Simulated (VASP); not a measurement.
Calculation: AM05 GGA, VASP's PBE PAW potentials (set 64) (plane waves; VASP).

Input for VASP

### INCAR
```
# general
SYSTEM  =  C
PREC    =  Accurate
ENCUT   =  520
LREAL   =  .False.   # projection in real space or not
LASPH   =  .True.   # aspherical one-centre terms

# electronic loop
EDIFF   =  1E-7   # SCF stop (eV)
NELM    =  100   # most electronic steps
ALGO    =  Normal   # blocked Davidson

# smearing
ISMEAR  =  -5

# functional
GGA     =  AM   # AM05

# ions
ISIF    =  2

# output
LWAVE   =  .False.
LCHARG  =  .True.
LORBIT  =  11
NEDOS   =  601   # DOS grid
```

File POSCAR:
```
C
1.7766710
  0.0000000000   0.9999999727   0.9999999727
  0.9999999727   0.0000000000   0.9999999727
  0.9999999727   0.9999999727   0.0000000000
C
2
Cart
  0.0000000000   0.0000000000   0.0000000000
  0.4999999864   0.4999999864   0.4999999864
```

**KPOINTS**
```
Automatic
0
G
14 14 14
0 0 0
```

POTCAR, in this order: C (PBE.64 set). Program: vasp_std.

Task: Predict the energy per atom (σ→0).

Result: 
| Property | Value |
|---|---|
| energy per atom (σ→0) | -9.463 eV/atom |

### OSZICAR
```
...
DAV:   6    -0.190873644444E+02    0.48057E+00   -0.35961E-01  1728   0.471E+00    0.344E+00
DAV:   7    -0.189245258116E+02    0.16284E+00   -0.38606E-01  1936   0.501E+00    0.724E-01
DAV:   8    -0.189253693651E+02   -0.84355E-03   -0.18199E-03  1728   0.503E-01    0.455E-02
DAV:   9    -0.189253744274E+02   -0.50623E-05   -0.12882E-04  2408   0.974E-02    0.249E-02
DAV:  10    -0.189253862485E+02   -0.11821E-04   -0.12061E-05  1680   0.414E-02    0.517E-03
DAV:  11    -0.189253861241E+02    0.12444E-06   -0.36185E-08  2272   0.220E-03    0.998E-04
DAV:  12    -0.189253861390E+02   -0.14929E-07   -0.11558E-08   848   0.138E-03
   1 F= -.18925386E+02 E0= -.18925386E+02  d E =0.000000E+00
```

The compound is C in the diamond structure. It was relaxed first.
